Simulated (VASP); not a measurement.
A convergence study with VASP on Ru (hcp): one setting is varied, all else stays as given below, so the limit is that of these other settings. Each run relaxes cell and ions from the cell shown.

```
Ru
1.0
    1.35500    -2.34693     0.00000
    1.35500     2.34693     0.00000
    0.00000     0.00000     4.28000
Ru
2
Direct
  0.33333   0.66667   0.25000
  0.66667   0.33333   0.75000
```

Calculation: PBE GGA, VASP's PBE PAW potentials (set 64) (plane waves; VASP 6.6.1). The tightest run used: 550 eV cut-off, 20×20×12 Γ-centred mesh, first-order Methfessel-Paxton smearing of 0.10 eV, potentials Ru_pv.

### Question
The settings run are 2×2×1 mesh; 3×3×2 mesh; 4×4×2 mesh; 5×5×3 mesh; 6×6×4 mesh; 7×7×4 mesh; 8×8×5 mesh; 9×9×5 mesh; 10×10×6 mesh; 11×11×6 mesh; 12×12×7 mesh; 14×14×8 mesh; 15×15×9 mesh; 16×16×9 mesh; 17×17×10 mesh; 18×18×11 mesh; 19×19×11 mesh; 20×20×12 mesh. From which on does the relaxed volume stay within 0.02 Å³/atom of the tightest run?

### Answer
From 8×8×5 mesh on: it is off by 0.017 there and by no more than 0.02 in any finer run, while 7×7×4 mesh is off by 0.030.
```tsv
setting	relaxed volume (Å³/atom)	E (eV/atom)	irreducible k-points	difference judged (Å³/atom)
2×2×1 mesh	13.640	-9.0867	2	0.118
3×3×2 mesh	14.145	-8.9533	6	0.387
4×4×2 mesh	13.613	-9.4190	8	0.145
5×5×3 mesh	13.721	-9.2395	10	0.037
6×6×4 mesh	13.799	-9.1995	21	0.041
7×7×4 mesh	13.788	-9.2035	24	0.030
8×8×5 mesh	13.741	-9.2534	30	0.017
9×9×5 mesh	13.747	-9.2462	36	0.011
10×10×6 mesh	13.769	-9.2249	56	0.011
11×11×6 mesh	13.758	-9.2281	64	0.000
12×12×7 mesh	13.752	-9.2379	76	0.006
14×14×8 mesh	13.761	-9.2309	120	0.004
15×15×9 mesh	13.754	-9.2358	135	0.004
16×16×9 mesh	13.755	-9.2358	150	0.003
17×17×10 mesh	13.760	-9.2301	198	0.002
18×18×11 mesh	13.758	-9.2330	222	0.000
19×19×11 mesh	13.757	-9.2351	240	0.001
20×20×12 mesh	13.758	-9.2339	308	0.000
```

VASP warned of too few bands at 2×2×1 mesh; 3×3×2 mesh.

Left out are rungs that failed or repeat a setting and relaxations that didn't move; long series are thinned to 24 rows.

The compound is Ru in the hcp structure. VASP warned that the highest band is occupied, so more bands are needed.
